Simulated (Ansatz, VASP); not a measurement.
# SbAs: VASP beside Ansatz, part 2 of 2

Aim: how closely do two programs agree when they are given the same cell, functional and k mesh? The cell is taken from a series of runs on this material, whose earlier steps may have relaxed, scaled, displaced or heated it; both programs get it as it stands.

VASP 6.6.1 and Ansatz 0.2.0.

So far: The starting structure; VASP: zone-centre phonons, LDA.

## 3. Ansatz: zone-centre phonons, LDA

Level of this step: Ansatz beside VASP: Kohn-Sham DFT, plane waves, LDA (Ansatz).

Ansatz runs on its default PAW (the set named soft_2) files.

The same cell, functional (in two slightly different forms), mesh and smearing now go to Ansatz, which takes its cutoff from its data sets.

File input.yaml:

```yaml
crystal:
  lattice:
    - [2.0153732305, 1.1635762771, 3.4781625576]
    - [-2.0153732305, 1.1635762771, 3.4781625576]
    - [0.0, -2.3271525543, 3.4781625576]
  atoms:
    - { symbol: Sb, position: [0.2339876884, 0.2339876884, 0.2339876884] }
    - { symbol: As, position: [0.7660103116, 0.7660103116, 0.7660103116] }
kpoints:
  mp_grid: { grid: [15, 15, 15] }
hamiltonian:
  xc: lda
scf:
  occupations: { method: methfessel_paxton, width: 0.2 }
output:
  eigenvalues: true
phonons:
  method: dfpt
```

Command:

```bash
> ansatz run input.yaml --threads 8 --pin off --max-ram 14336MiB --backend cpu --events-out ev --progress --plain --runs-dir out
```

Numbers of over 12 decimals in the logs are rounded to 6 here.

Log:

```text
Engine: ansatz 0.2.0, aarch64-unknown-linux-gnu
Pseudopotentials: kind: paw
Pseudopotential: Sb, paw, valence charge 15, recommended cutoff 420 eV (normal), Sb.paw.azcp
Pseudopotential: As, paw, valence charge 15, recommended cutoff 420 eV (normal), As.paw.azcp
Functional definition: SPW92
  exchange = slater_x
  correlation = pw_c
Crystal: 2 atoms, lattice volume = 48.939 Å³
Basis set: ecut = 420 eV, 953 PW (Γ), exchange–correlation on 60×60×60 points (8 copies of the dense FFT grid, shifted against one another)
Bands: 19, of which v1, the nominal top of the filled ones, is band 15 counted from 1 (14 counted from 0)
Symmetry: 6 space group operations
k-points: 904 of 3375 (irreducible under 2 space group operations, time reversal used)
Non-local potential: Sb, projectors of the file, l = 0: 2, l = 1: 2, l = 2: 2, l = 3: 2
Non-local potential: As, projectors of the file, l = 0: 2, l = 1: 2, l = 2: 3, l = 3: 1
PAW form: soft (Blöchl's): semilocal exchange-correlation on the pseudo side does not see the compensation charge
PAW frozen core: Sb, regenerated for the run's functional, and the local potential with it (the file was generated under x = pbe(κ = 0.804, μ = 0.219515), c = pbe(β = 0.066725))
PAW frozen core: As, regenerated for the run's functional, and the local potential with it (the file was generated under x = pbe(κ = 0.804, μ = 0.219515), c = pbe(β = 0.066725))
PAW one-centre angular grid: Sb, 590 points (default); XC on 64 Gauss nodes
PAW one-centre angular grid: As, 590 points (default); XC on 64 Gauss nodes
Initial density: superposition of atomic densities (neutral atoms: chi_scale 0, normalization atom), corrected by the library's trained network
Initial wavefunctions: pseudopotential atomic-orbital guess
Functional: x = slater, c = lda
SCF iter   1: F=—  HF=-11109.512912 eV  |F-HF|=—  |Δ(HF+E_count)|=         —  Δρ=6.01e-3  dr2=1.13e-2  ethr=1.77e-3  ⟨swp⟩=5.2  Hψ=81546  notcnv=0
preconditioner: auto → Kerker (q_TF=auto, 2.515 Å⁻¹)  [metal: Δε(μ)=0.008 eV  Ē_g=9.562 eV  σ=0.200 eV  W_gap=0.04  n_scr=14 (ndim 8)  ℏωp=16.8 eV  f_vac=0.001  D(μ)=0.15/eV (n_scr^D=0)]
SCF iter   2: F=—  HF=-11109.508512 eV  |F-HF|=—  |Δ(HF+E_count)|=   4.40e-3  S|Δr|=    0.00e0  Δρ=3.57e-3  dr2=3.73e-3  ethr=3.78e-5  ⟨swp⟩=1.4  Hψ=24826  notcnv=0
SCF iter   3: F=—  HF=-11109.507266 eV  |F-HF|=—  |Δ(HF+E_count)|=   1.25e-3  S|Δr|=    0.00e0  Δρ=5.90e-4  dr2=2.68e-4  ethr=1.24e-5  ⟨swp⟩=2.0  Hψ=21763  notcnv=0
SCF iter   4: F=—  HF=-11109.507142 eV  |F-HF|=—  |Δ(HF+E_count)|=   1.23e-4  S|Δr|=    0.00e0  Δρ=3.00e-4  dr2=5.63e-5  ethr=8.92e-7  ⟨swp⟩=2.0  Hψ=30732  notcnv=0
SCF iter   5: F=—  HF=-11109.507120 eV  |F-HF|=—  |Δ(HF+E_count)|=   2.19e-5  S|Δr|=    0.00e0  Δρ=1.13e-4  dr2=3.32e-6  ethr=1.88e-7  ⟨swp⟩=2.8  Hψ=31736  notcnv=0
SCF iter   6: F=—  HF=-11109.507118 eV  |F-HF|=—  |Δ(HF+E_count)|=   2.23e-6  S|Δr|=    0.00e0  Δρ=3.66e-5  dr2=9.58e-7  ethr=1.11e-8  ⟨swp⟩=2.0  Hψ=30746  notcnv=0
SCF iter   7: F=—  HF=-11109.507117 eV  |F-HF|=—  |Δ(HF+E_count)|=   7.85e-7  S|Δr|=    0.00e0  Δρ=1.20e-5  dr2=1.24e-7  ethr=3.19e-9  ⟨swp⟩=2.1  Hψ=28650  notcnv=0
SCF iter   8: F=—  HF=-11109.507117 eV  |F-HF|=—  |Δ(HF+E_count)|=   1.85e-8  S|Δr|=    0.00e0  Δρ=3.09e-6  dr2=6.21e-9  ethr=4.14e-10  ⟨swp⟩=2.0  Hψ=30744  notcnv=0
SCF iter   9: F=—  HF=-11109.507117 eV  |F-HF|=—  |Δ(HF+E_count)|=  5.64e-11  S|Δr|=    0.00e0  Δρ=8.51e-7  dr2=4.33e-10  ethr=2.07e-11  ⟨swp⟩=2.9  Hψ=34898  notcnv=0
SCF iter  10: F=—  HF=-11109.507117 eV  |F-HF|=—  |Δ(HF+E_count)|=  9.82e-11  S|Δr|=    0.00e0  Δρ=2.36e-7  dr2=5.12e-11  ethr=1.44e-12  ⟨swp⟩=2.0  Hψ=25520  notcnv=0
SCF iter  11: F=-11109.507117 eV  HF=-11109.507117 eV  |F-HF|=3.64e-12  |Δ(HF+E_count)|=  5.46e-12  S|Δr|=    0.00e0  Δρ=6.98e-8  dr2=4.74e-12  ethr=1.00e-12  ⟨swp⟩=5.9  Hψ=67839  notcnv=0
SCF 1 converged in 11 iterations: F = -11109.507117 eV  dr2 = 4.74e-12
  greatest PAW one-centre occupation: 0.999 electrons in one spin orbital (limit 2), on the As atom at site 1 (counted from 0), in its partial waves of l = 2
DFPT response loops at Γ: preconditioner auto → Kerker (q_TF=auto, 2.515 Å⁻¹) (partly filled bands, converged f_vac=0.000); β = 1.00, the filter's whole step (`scf.mixing.beta` (0.50) is not read by the response loops under this deck's `scf.mixing.preconditioner`; to damp them name `kerker` or `kerker_dos`, under which they read `scf.mixing.beta`, and type it under 1.00, their step now; both keys bind the ground state too); Broyden in place of MSR1
SCF converged after 11 iterations
Stability not checked: this state was not tested for a lower state beside it, because cold or Methfessel-Paxton smearing, or corrected tetrahedra, fill the levels in a way that the test cannot read (fill_not_monotonic; see scf.lower_state_search)
Free energy (F): -11109.507117 eV
Harris-Foulkes:  -11109.507117 eV  (|F-HF|=3.64e-12)
Internal energy: -11109.508543 eV  (E = F + TS)
E sigma→0 (E₀):  -11109.507474 eV
Entropy (-TS):   0.001425 eV (0.713 meV/atom)
Fermi energy:    10.772902 eV
Step filling:    the computed levels leave a gap of 0.0084 eV = 0.0 smearing widths at the electron count; against every level under it full and every level over it empty, smearing changes F+E_penalty+E_count by +0.079 meV and its σ→0 estimate by -0.278 meV
--- Per-component energies (eV) ---
  E_band       = -389.401752
  E_kinetic    = 312.542828
  E_local      = -3199.205364  (includes V_loc(G=0)·N_el)
  E_nonlocal   = -299.213970
  E_hartree    = 1620.681016
  E_xc         = -217.684994
  E_vxc        = -177.945143  (∫ρ·V_xc dr)
  E_paw        = -6179.441608  (= ΣΔE_a)
  E_vpaw       = -266.942183  (= ΣTr[D̂ρ^β])
  E_aug_tail   = 0.000007  (compensation charges beyond the density's cutoff)
  E_ewald      = -3149.820512
  E_core_change = 2.634054  (= ΣΔE_core)
  E_smearing   = 0.001425  (= −TS)
  E_closure    = 0.000000  (closes the sum)
  Σ components = -11109.507117   (vs F -11109.507117, Δ=0.00e0)
--- Band table (eV; the first three rows and the last of 904) ---
  k-point 0: bands = [... 11 lower, 5.6498, 8.6434, 8.8507, 8.8507, 13.3166, 14.0136, 14.0136, 16.5640]
  k-point 1: bands = [... 11 lower, 5.3928, 8.6650, 8.8381, 8.9555, 13.2810, 13.8496, 13.8676, 16.2820]
  k-point 2: bands = [... 11 lower, 4.7504, 8.6705, 8.8062, 9.2203, 13.0951, 13.4379, 13.4680, 15.9606]
  k-point 903: bands = [... 11 lower, 1.0564, 8.4846, 9.1289, 10.4090, 11.1082, 11.2985, 12.7938, 18.4272]
--- Phonons (Γ-DFPT): 4 representative perturbations + reference, on 904 of 3375 k-points (Σ response iterations 12) ---
  k mesh reduced under 2 symmetry operations, with k and −k counted as one. Each operation leaves every solved perturbation unchanged. A smaller set is not used because it would not reduce the number of displacements times k-points to solve
  ASR residual: 1.279e-5 → 0.000e0 eV/Å²; symmetrization residual: 6.889e-5 eV/Å²
  ASR residual per site (eV/Å²): 1.28e-5 1.28e-5
  Γ frequencies (cm⁻¹): 0.00 0.00 0.00 119.17 119.17 174.19
  non-analytic LO–TO correction: not included (Born effective charges unavailable; polar crystals: no LO–TO splitting at Γ)
```

Reading the cycles: dr2 is the Hartree energy of the density residual (eV), the measure of convergence; HF is the Harris–Foulkes estimate of the energy, which meets the free energy F at convergence.

## 4. Differences

Known differences besides the potentials themselves: the data sets hold 30 valence electrons in Ansatz (on its default PAW (the set named soft_2) files) and 10 in VASP; the cutoff is 420 eV in Ansatz and 500 eV in VASP; VASP's log shows a relativistic correction to its local exchange, Ansatz's none. Total energies have different zeros and are not compared.

The two programs side by side:

```csv
quantity,Ansatz,VASP,difference
optical mode 1 to 2 (cm⁻¹),119.2,122.9,-3.02 %
optical mode 3 (cm⁻¹),174.2,177.0,-1.57 %
```

Modes are paired by rising frequency, not by their patterns, so a pair may set unlike modes beside each other; they are those without the splitting of longitudinal modes.

## 5. Summary of results

* r.m.s. difference of the optical zone-centre modes, each program's sorted by frequency (zone-centre phonons, LDA): 3.4 cm⁻¹
* difference in optical mode 1 to 2 (zone-centre phonons, LDA): -3.0 %

The r.m.s. difference of the optical zone-centre modes, each program's sorted by frequency is 3.4 cm⁻¹ (zone-centre phonons, LDA). The data sets hold unlike numbers of valence electrons (30 in Ansatz and 10 in VASP), so part of the differences comes from the potentials. Among the rows given in per cent, the largest difference of the zone-centre phonons, LDA pair is in optical mode 1 to 2, -3.0 %. How closely two codes agree says nothing of how well the functional describes the real material.

[Lines on the potential files, build, host, timing and source positions are cut from VASP's logs without a mark.]

[Logs are printed without paths, hosts, clocks, repeated set-up lines and the standing remarks that a program may print on its own settings, such as how far it seeks lower states.]

[Hosts, paths, dates, database ids (printed as entryN), source tags and the programs' standing remarks are cut or masked in the printed files.]
